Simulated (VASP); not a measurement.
Input:

```xyz
2
Lattice="1.7500 -3.0311 0.0000 1.7500 3.0311 0.0000 0.0000 0.0000 5.5500" Properties=species:S:1:pos:R:3 pbc="T T T"
Lu     1.7500     1.0104     1.3875
Lu     1.7500    -1.0104     4.1625
```

Computed with PBE GGA with D3 dispersion (Becke-Johnson damping), VASP's PBE PAW potentials (set 64) (plane waves; VASP). Numerical set-up: 520 eV cut-off, 11×11×6 Γ-centred mesh, first-order Methfessel-Paxton smearing of 0.10 eV, potentials Lu_3.

Energy and stress use the plane-wave basis of the starting cell.

The ions, cell shape and volume are relaxed. Give the cell that the relaxation ends in.

```xyz
2
Lattice="1.7338 -3.0031 0.0000 1.7338 3.0031 0.0000 0.0000 0.0000 5.4065" Properties=species:S:1:pos:R:3 pbc="T T T"
Lu     1.7338     1.0010     1.3516
Lu     1.7338    -1.0010     4.0549
```
Space group P6_3/mmc (194), at a tolerance of 0.03 Å.

How do energy and volume change from the first to the last step?

The energy (σ→0) changes by -10.3 meV/atom and the volume by -4.4 %, in 7 ionic steps.

The compound is Lu in the hcp structure. This run relaxes it. Symmetry was kept, so distortions that lower it aren't found.
